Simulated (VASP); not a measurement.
Consider the following.

```xyz
4
Lattice="4.1985 0.0000 0.0000 -2.0992 3.6360 0.0000 0.0000 0.0000 5.8516" Properties=species:S:1:pos:R:3 pbc="T T T"
Ag     0.0000     0.0000     0.0000
Ag     0.0000     0.0000     2.9258
S      0.0000     2.4240     1.4629
S      2.0992     1.2120     4.3887
```

These are PBE GGA, VASP's PBE PAW potentials (set 64) (plane waves; VASP) values and carry that method's errors. Run with 400 eV cut-off, 3×3×2 Monkhorst-Pack mesh, Gaussian smearing of 0.050 eV, potentials Ag S.

Q: Give the stress tensor in GPa (positive for a compressed cell).

A: 
```
-10.19    0.00    0.00
  0.00  -10.19    0.00
  0.00    0.00   -3.91
```
The pressure is its mean diagonal, -8.10 GPa.

The structure was generated: AgS was put into the NiAs type (P6_3/mmc), which need not be its known phase. The cell was not relaxed at this level. The k-mesh is coarse (spacing up to 0.58 per Å, 2π included), so the numbers may not be converged in it. The run is one of a series of settings (KPOINTS 3×3×2 Monkhorst-Pack mesh against the base run), some of them coarse on purpose.
